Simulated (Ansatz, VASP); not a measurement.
# Ni (Ni(100) film of 3 layers) in two plane-wave programs, part 2 of 3

One calculation is typed for both programs; each brings its own data sets. How far apart do they land? Of the first pair: The structure shown is the end of the Ansatz relaxation below.

VASP 6.6.1 and Ansatz 0.2.0.

So far: The structure; Ansatz: relaxation, PBE.

**3. VASP: single point, PBE, relaxed cell, pair 1**

Level of this step: PBE, spin-polarised from a ferromagnetic start; plane waves and PAW (Ni) (VASP).

The same cell, functional, mesh and smearing now go to VASP, with its own data sets.

Lines of VASP's logs that name or quote its potential files are left out, and so is its time.

INCAR

```
SYSTEM = Ni
PREC = Accurate
ENCUT = 520
EDIFF = 1E-06
NELM = 200
ISMEAR = 0
SIGMA = 0.15
LREAL = .FALSE.
ALGO = Normal
GGA = PE
NBANDS = 24
ISPIN = 2
MAGMOM = 0.76 0.68 0.76
LASPH = .TRUE.
LMAXMIX = 4
LORBIT = 11
LWAVE = .FALSE.
LCHARG = .FALSE.
ISIF = 2
LDIPOL = .TRUE.
IDIPOL = 3
DIPOL = 0.5 0.5 0.235
LVHAR = .TRUE.
GGA_COMPAT = .FALSE.
NELMDL = -8
KPAR = 2
```

POSCAR

```
Ni
1.0
    2.4198346145      0.0000000000      0.0000000000
    0.0000000000      2.4198346145      0.0000000000
    0.0000000000      0.0000000000     30.8399999296
Ni
3
Direct
    0.0000000000      0.0000000000      0.1780481476
    0.5000000000      0.5000000000      0.2354085609
    0.0000000000      0.0000000000      0.2927689741
```

KPOINTS

```
Automatic mesh
0
Gamma
12 12 1
0 0 0
```

PAW data sets: Ni (PBE family, release 64).

Launch:

```bash
mpirun -np 2 vasp_std
```

Numbers of over 12 decimals in the logs are rounded to 6 here.

The log of the run:

```text
[banner, memory and clock lines left out]
running    2 mpi-ranks, on    1 nodes
 distrk:  each k-point on    1 cores,    2 groups
 distr:  one band on    1 cores,    1 groups

 POSCAR found type information on POSCAR Ni
 POSCAR found :  1 types and       3 ions
 LDA part: xc-table for (Slater+PW92), standard interpolation
 POSCAR, INCAR and KPOINTS ok, starting setup
 FFT: planning ... GRIDC
 FFT: planning ... GRID_SOFT
 FFT: planning ... GRID
 WAVECAR not read
 entering main loop
       N       E                     dE             d eps       ncg     rms          rms(c)
DAV:   1     0.180092056580E+03    0.18009E+03   -0.11919E+04  2696   0.108E+03
DAV:   2    -0.913266656836E+01   -0.18922E+03   -0.17962E+03  2816   0.258E+02
DAV:   3    -0.172646702197E+02   -0.81320E+01   -0.80068E+01  3264   0.752E+01
DAV:   4    -0.173711113915E+02   -0.10644E+00   -0.10641E+00  3600   0.958E+00
DAV:   5    -0.173730524606E+02   -0.19411E-02   -0.19410E-02  4136   0.835E-01
DAV:   6    -0.173730808536E+02   -0.28393E-04   -0.28393E-04  3504   0.996E-02
DAV:   7    -0.173730822359E+02   -0.13823E-05   -0.13823E-05  3896   0.150E-02
DAV:   8    -0.173730822857E+02   -0.49768E-07   -0.49662E-07  2424   0.256E-03    0.158E+01
DAV:   9    -0.169701722505E+02    0.40291E+00   -0.28050E+01  3120   0.810E+01    0.207E+01
DAV:  10    -0.176655187463E+02   -0.69535E+00   -0.47673E+01  3080   0.115E+02    0.192E+01
DAV:  11    -0.147184575255E+02    0.29471E+01   -0.38576E+00  3536   0.493E+01    0.355E+00
DAV:  12    -0.147659257937E+02   -0.47468E-01   -0.11889E+00  3328   0.138E+01    0.305E+00
DAV:  13    -0.147474022214E+02    0.18524E-01   -0.61981E-01  3056   0.147E+01    0.283E+00
DAV:  14    -0.147176203485E+02    0.29782E-01   -0.62909E-02  3200   0.510E+00    0.985E-01
[...]
DAV:  31    -0.147620140081E+02   -0.80036E-04   -0.10624E-06  2208   0.955E-03    0.158E-03
DAV:  32    -0.147620408462E+02   -0.26838E-04   -0.24461E-07  2112   0.421E-03    0.636E-04
DAV:  33    -0.147620651308E+02   -0.24285E-04   -0.15700E-07  2032   0.163E-03    0.467E-04
DAV:  34    -0.147620864009E+02   -0.21270E-04   -0.10133E-07  2024   0.100E-03    0.272E-04
DAV:  35    -0.147620937632E+02   -0.73623E-05   -0.13152E-08  2184   0.692E-04    0.225E-04
DAV:  36    -0.147621013272E+02   -0.75639E-05   -0.31815E-08  2040   0.683E-04    0.157E-04
DAV:  37    -0.147621031170E+02   -0.17899E-05   -0.56261E-09  2088   0.322E-04    0.953E-05
DAV:  38    -0.147621039137E+02   -0.79668E-06   -0.20564E-09  1984   0.334E-04
   1 F= -.14762104E+02 E0= -.14733457E+02  d E =-.572940E-01  mag=     2.0570
```

OUTCAR, selected parts (step 3):

```text
ion  position               nearest neighbor table
   1  0.000  0.000  0.178-   2 2.46   2 2.46   2 2.46   2 2.46
   2  0.500  0.500  0.235-   3 2.46   3 2.46   3 2.46   3 2.46   1 2.46   1 2.46   1 2.46   1 2.46

  LATTYP: Found a simple tetragonal cell.
 ALAT       =     2.4198346145
 C/A-ratio  =    12.7446726089

 Subroutine GETGRP returns: Found 16 space group operations
 (whereof  8 operations were pure point group operations)

The static configuration has the point symmetry C_4v.
 The point group associated with its full space group is D_4h.

 Found     28 irreducible k-points:

   k-points           NKPTS =     28   k-points in BZ     NKDIM =     28   number of bands    NBANDS=     24

   dimension x,y,z NGX =    18 NGY =   18 NGZ =  240
   dimension x,y,z NGXF=    36 NGYF=   36 NGZF=  480

   ENCUT  =  520.0 eV  38.22 Ry    6.18 a.u.   4.50  4.50 57.34*2*pi/ulx,y,z

   NELECT =      30.0000    total number of electrons

 k-points in reciprocal lattice and weights: Automatic mesh
   0.00000000  0.00000000  0.00000000       0.007
   0.08333333  0.00000000  0.00000000       0.028
   0.16666667  0.00000000  0.00000000       0.028
   0.25000000  0.00000000  0.00000000       0.028
   0.33333333  0.00000000  0.00000000       0.028
   0.41666667  0.00000000  0.00000000       0.028
   0.50000000  0.00000000  0.00000000       0.014
   0.08333333  0.08333333  0.00000000       0.028
   0.16666667  0.08333333  0.00000000       0.056
[...]
0.50000000  0.41666667  0.00000000       0.028
   0.50000000  0.50000000  0.00000000       0.007

 dipolmoment           0.000000      0.000000     -0.000002 electrons x Angstroem

 average (electrostatic) potential at core
       1 -93.4576       2 -93.7872       3 -93.4576

 E-fermi :  -2.3328

 spin component 1
 k-point     1 :       0.0000    0.0000    0.0000
  band No.  band energies     occupation
    ...
     14      -2.9975      1.00000
     15      -2.9116      1.00000
     16      -2.8863      1.00000
     17      -2.8863      1.00000
     18      -2.8448      1.00000
     19      -0.9972      0.00000
     20       2.3691      0.00000
     21       2.5521      0.00000
     22       2.7338      0.00000
     23       3.2379      0.00000
    ...

 k-point     2 :       0.0833    0.0000    0.0000
  band No.  band energies     occupation
    ...
     14      -3.1747      1.00000
     15      -3.0933      1.00000
     16      -2.8960      1.00000
     17      -2.8483      1.00000
     18      -2.5102      0.95281
     19      -0.5464      0.00000
     20       2.5434      0.00000
     21       2.7393      0.00000
     22       2.9106      0.00000
     23       3.4229      0.00000
    ...

 k-point     3 :       0.1667    0.0000    0.0000
  band No.  band energies     occupation
    ...
     13      -3.4808      1.00000
     14      -3.2972      1.00000
     15      -3.2546      1.00000
     16      -2.9906      1.00000
     17      -2.8363      1.00000
     18      -1.8206      0.00000
     19       0.4135      0.00000
     20       3.0638      0.00000
     21       3.2979      0.00000
     22       3.4404      0.00000
    ...

 k-point     4 :       0.2500    0.0000    0.0000
  band No.  band energies     occupation
    ...
     13      -3.4414      1.00000
     14      -3.3902      1.00000
     15      -3.3145      1.00000
     16      -3.0070      1.00000
     17      -2.8759      1.00000
     18      -0.9890      0.00000
     19       1.5964      0.00000
     20       3.9180      0.00000
     21       4.2178      0.00000
     22       4.3203      0.00000
    ...

 k-point     5 :       0.3333    0.0000    0.0000
  band No.  band energies     occupation
    ...
     13      -3.4316      1.00000
     14      -3.1309      1.00000
     15      -3.0117      1.00000
     16      -2.9781      1.00000
     17      -2.9592      1.00000
     18      -0.0683      0.00000
     19       2.8800      0.00000
     20       3.9235      0.00000
     21       5.2190      0.00000
     22       5.4607      0.00000
    ...

 k-point     6 :       0.4167    0.0000    0.0000
  band No.  band energies     occupation
    ...
     13      -3.2279      1.00000
     14      -3.0702      1.00000
     15      -2.9520      1.00000
     16      -2.4163      0.78454
     17      -2.4052      0.75266
     18       0.1955      0.00000
     19       2.5651      0.00000
     20       3.1774      0.00000
     21       5.4012      0.00000
     22       6.6329      0.00000
    ...

  Total       -0.0041883     -0.0041883      0.0096231      0.0000000      0.0000000      0.0000000
  in kB       -0.0371585     -0.0371585      0.0853768      0.0000000      0.0000000      0.0000000
  external PRESSURE =       0.0036866 kB  Pullay stress =       0.0000000 kB

  energy-cutoff  :      520.00
  volume of cell :      180.59
      direct lattice vectors                 reciprocal lattice vectors
     2.419834615  0.000000000  0.000000000     0.413251383  0.000000000  0.000000000
     0.000000000  2.419834615  0.000000000     0.000000000  0.413251383  0.000000000
     0.000000000  0.000000000 30.839999930     0.000000000  0.000000000  0.032425422

 POSITION                                       TOTAL-FORCE (eV/Angst)
 -----------------------------------------------------------------------------------
      0.00000      0.00000      5.49100         0.000000     -0.000000     -0.003526
      1.20992      1.20992      7.26000         0.000000      0.000000     -0.000000
      0.00000      0.00000      9.02900         0.000000     -0.000000      0.003526
 -----------------------------------------------------------------------------------
    total drift:                                0.000000      0.000000     -0.000072

  FREE ENERGIE OF THE ION-ELECTRON SYSTEM (eV)
  ---------------------------------------------------
  free  energy   TOTEN  =       -14.7621039137 eV

  energy  without entropy=      -14.7048099486  energy(sigma->0) =      -14.73345693

 vacuum level on the upper side and lower side of the slab         2.640         2.640

 total charge
# of ion       s       p       d       tot
------------------------------------------
    1        0.490   0.374   8.332   9.196
    2        0.511   0.536   8.338   9.385
    3        0.490   0.374   8.332   9.196
--------------------------------------------------
tot          1.492   1.284  25.002  27.777

 magnetization (x)
# of ion       s       p       d       tot
------------------------------------------
    1       -0.001  -0.018   0.746   0.728
    2       -0.008  -0.024   0.667   0.635
    3       -0.001  -0.018   0.746   0.728
--------------------------------------------------
tot         -0.010  -0.059   2.160   2.090

[... 6 further parts left out ...]
```

The magnetic state follows from one typed start and may not be the lowest.

**4. Differences**

Known differences besides the potentials themselves: VASP starts from the moments at which Ansatz ended; Ansatz cuts the interaction across the vacuum, VASP repeats the sheet with a dipole correction; the data sets hold 54 valence electrons in Ansatz (on its PAW soft_1 files) and 30 in VASP; the cutoff is 420 eV in Ansatz and 520 eV in VASP; site moments are counted in spheres of each program's own size. Total energies have different zeros and are not compared.

Compared:

```csv
quantity,Ansatz,VASP,difference
total moment (μB),2.10,2.06,+0.04
moment on Ni1 (μB),0.76,0.73,+0.04
moment on Ni3 (μB),0.76,0.73,+0.04
moment on Ni2 (μB),0.68,0.64,+0.04
```

At this near-relaxed geometry the largest component of a force difference is 4 meV/Å. With vacuum in the cell, a pressure given here is an average over mostly empty space and none of the material.

**5. Ansatz: relaxation, PBE**

The two programs are compared at the cell with which this relaxation starts, whose forces are those of its first step.

The structure compared here is the start of the Ansatz relaxation; VASP solves that cell, so the two are compared at the walk's first step.

input.yaml

```yaml
crystal:
  lattice:
    - [2.48902, 0.0, 0.0]
    - [0.0, 2.48902, 0.0]
    - [0.0, 0.0, 14.52]
  atoms:
    - { symbol: Ni, position: [0.0, 0.0, 0.37878788], spin: 0.88 }
    - { symbol: Ni, position: [0.5, 0.5, 0.5], spin: 0.82 }
    - { symbol: Ni, position: [0.0, 0.0, 0.62121212], spin: 0.88 }
  periodic: [true, true, false]
kpoints:
  mp_grid: { grid: [12, 12, 1] }
hamiltonian:
  xc: pbe
  pseudopotentials: { kind: paw, azcp: { folder: soft_1 } }
scf:
  occupations: { method: gaussian, width: 0.1 }
output:
  forces: true
  stress: true
  eigenvalues: true
  populations: true
  write_density: true
  write_potential: true
  elf: true
  volumetric_format: npy
magnetization:
  spin_polarized: true
relax:
  adjacent_minimum: "off"
  f_tol: 0.005
  max_steps: 80
  cell: { stress_2d_tol: 0.02 }
```

Launch:

```bash
ansatz run input.yaml --threads 8 --pin off --max-ram 20480MiB --backend cpu --events-out ev --progress --plain --runs-dir out
```

The log of the run:

```text
[...]
- [0, 2.419183, 0.0]
    - [0.0, 0.0, 30.8399999296]
  atoms:
    - { symbol: Ni, position: [0, 0, 0.178042] }
    - { symbol: Ni, position: [0.5, 0.5, 0.235409] }
    - { symbol: Ni, position: [0, 0, 0.292775] }
--- Löwdin populations: 3 sites ---
  site symbol       q [e]    m [muB]
     0     Ni     17.7995     0.7644
     1     Ni     17.7613     0.6674
     2     Ni     17.7995     0.7644
  spilling = 0.011847 (of n_electrons = 54.000000)
[key lines of the parts left out:]
SCF converged after 10 iterations
Magnetization: 2.1056 μB (28.0528 up, 25.9472 down)
Free energy (F): -17517.484786 eV
Fermi energy:    -4.984385 eV
P = ½ c Tr σ = 0.0004 N/m
```

**6. VASP: single point, PBE, start cell, pair 2**

The same cell, functional, mesh and smearing now go to VASP, with its own data sets.

Changes to INCAR since step 3:

```diff
@@ -6,3 +6,3 @@
 ISMEAR = 0
-SIGMA = 0.15
+SIGMA = 0.1
 LREAL = .FALSE.
@@ -12,3 +12,3 @@
 ISPIN = 2
-MAGMOM = 0.76 0.68 0.76
+MAGMOM = 0.77 0.68 0.77
 LASPH = .TRUE.
```

POSCAR

```
Ni
1.0
    2.4890200000      0.0000000000      0.0000000000
    0.0000000000      2.4890200000      0.0000000000
    0.0000000000      0.0000000000     30.8400000000
Ni
3
Direct
    0.0000000000      0.0000000000      0.1783398184
    0.5000000000      0.5000000000      0.2354085603
    0.0000000000      0.0000000000      0.2924773022
```

KPOINTS is that of step 3.

Launch:

```bash
mpirun -np 2 vasp_std
```

The log of the run:

```text
[... set-up lines as in an earlier step ...]
 entering main loop
       N       E                     dE             d eps       ncg     rms          rms(c)
DAV:   1     0.175734734278E+03    0.17573E+03   -0.11722E+04  2696   0.106E+03
DAV:   2    -0.969854211061E+01   -0.18543E+03   -0.17610E+03  2776   0.254E+02
DAV:   3    -0.171559807161E+02   -0.74574E+01   -0.73551E+01  3176   0.718E+01
DAV:   4    -0.172538243460E+02   -0.97844E-01   -0.97819E-01  3584   0.896E+00
[...]
DAV:  35    -0.146855461739E+02   -0.30066E-05   -0.14223E-08  1952   0.180E-03    0.383E-04
DAV:  36    -0.146855477233E+02   -0.15494E-05   -0.45733E-09  2080   0.706E-04    0.128E-04
DAV:  37    -0.146855484598E+02   -0.73641E-06   -0.14738E-09  2064   0.272E-04
   1 F= -.14685548E+02 E0= -.14671816E+02  d E =-.274643E-01  mag=     2.1481
```

Parts of OUTCAR (step 6):

```text
  Total       -2.1481085     -2.1481085     -1.0965178      0.0000000     -0.0000000      0.0000000
  in kB      -18.0133985    -18.0133985     -9.1950722      0.0000000     -0.0000000      0.0000000
  external PRESSURE =     -15.0739564 kB  Pullay stress =       0.0000000 kB

 POSITION                                       TOTAL-FORCE (eV/Angst)
 -----------------------------------------------------------------------------------
      0.00000      0.00000      5.50000         0.000000     -0.000000      0.311525
      1.24451      1.24451      7.26000        -0.000000      0.000000      0.000000
      0.00000      0.00000      9.02000         0.000000      0.000000     -0.311525
 -----------------------------------------------------------------------------------
    total drift:                               -0.000000      0.000000     -0.000071

  FREE ENERGIE OF THE ION-ELECTRON SYSTEM (eV)
  ---------------------------------------------------
  free  energy   TOTEN  =       -14.6855484598 eV

  energy  without entropy=      -14.6580841516  energy(sigma->0) =      -14.67181631

 magnetization (x)
# of ion       s       p       d       tot
------------------------------------------
    1       -0.001  -0.016   0.775   0.758
    2       -0.007  -0.023   0.704   0.674
    3       -0.001  -0.016   0.775   0.758
--------------------------------------------------
tot         -0.009  -0.055   2.255   2.190

[... 1 part as in an earlier step ...]

[... 2 further parts left out ...]
[key lines of the parts left out:]
E-fermi :  -2.4049
```

The run ends at a pressure of -1.51 GPa, with forces up to 0.31 eV/Å.

**7. Differences**

What differs besides the data sets and the points named for the pairs above, as far as they apply: the data sets hold 54 valence electrons in Ansatz (on its PAW soft_1 files) and 30 in VASP. Total energies have different zeros and are not compared.

Forces (eV/Å; atoms numbered as in POSCAR):

```csv
atom,"Ansatz x, y, z","VASP x, y, z"
Ni1,"0.000, 0.000, 0.318","0.000, 0.000, 0.312"
Ni2,"0.000, 0.000, 0.000","0.000, 0.000, 0.000"
Ni3,"0.000, 0.000, -0.318","0.000, 0.000, -0.312"
```

The forces differ by 3.1 meV/Å r.m.s., which is 2.1 % of the r.m.s. force of 0.147 eV/Å (both taken over all components). Moments aren't recorded for both runs of this pair, so they may hold unlike magnetic states. With vacuum in the cell, a pressure given here is an average over mostly empty space and none of the material.

(Continued in part 3 of 3.)

[Lines on the potential files, build, host, timing and source positions are cut from VASP's logs without a mark.]

[Logs are printed without paths, hosts, clocks, repeated set-up lines and the standing remarks that a program may print on its own settings, such as how far it seeks lower states.]

[Hosts, paths, dates, database ids (printed as entryN), source tags and the programs' standing remarks are cut or masked in the printed files.]
